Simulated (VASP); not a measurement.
```
CdSe
1.0
    0.00000     3.01176     3.01176
    3.01176     0.00000     3.01176
    3.01176     3.01176     0.00000
Cd Se
1 1
Direct
  0.00000   0.00000   0.00000
  0.25000   0.25000   0.25000
```

Computed with PBE GGA, VASP's PBE PAW potentials (set 64) (plane waves; VASP). Run with 480 eV cut-off, 8×8×8 Γ-centred mesh, Gaussian smearing of 0.050 eV, potentials Cd Se.

**Question.** Predict the energy per atom (σ→0), pressure, band gap (on the k-mesh) with the smallest direct gap where there is one.

**Answer.** 
The band gap (on the k-mesh) is 0.67 eV and the smallest direct gap (on the k-mesh) is 0.67 eV. The energy per atom (σ→0) is -2.713 eV/atom and the pressure is 4.96 GPa.

Only differences to runs with the same potentials and settings are physical.

The compound is CdSe in the zinc blende structure, whereas wurtzite is the usual form. It was relaxed first under an external pressure of 5 GPa.
